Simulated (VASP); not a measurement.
Consider the following.

```yaml
crystal:
  lattice:
    - [0.00000, 2.41826, 2.41826]
    - [2.41826, 0.00000, 2.41826]
    - [2.41826, 2.41826, 0.00000]
  atoms:
    - { symbol: Cd, position: [0.00000, 0.00000, 0.00000] }
    - { symbol: O, position: [0.50000, 0.50000, 0.50000] }
```

Level of theory: rev-vdW-DF2, VASP's PBE PAW potentials (set 64) (plane waves; VASP). Numerical set-up: 520 eV cut-off, 13×13×13 Γ-centred mesh, first-order Methfessel-Paxton smearing of 0.10 eV, potentials Cd O.

**Question.** Predict the energy per atom (σ→0), pressure, band gap (on the k-mesh) with the smallest direct gap where there is one.

**Answer.** 
* **band gap (on the k-mesh)**: none (metal, semimetal or under 0.01 eV)
* **energy per atom (σ→0)**: -1.806 eV/atom
* **pressure**: -6.89 GPa

Only differences to runs with the same potentials and settings are physical.

The compound is CdO in the rock salt structure. This cell is one point of a volume scan, at 1.06 of the reference volume.
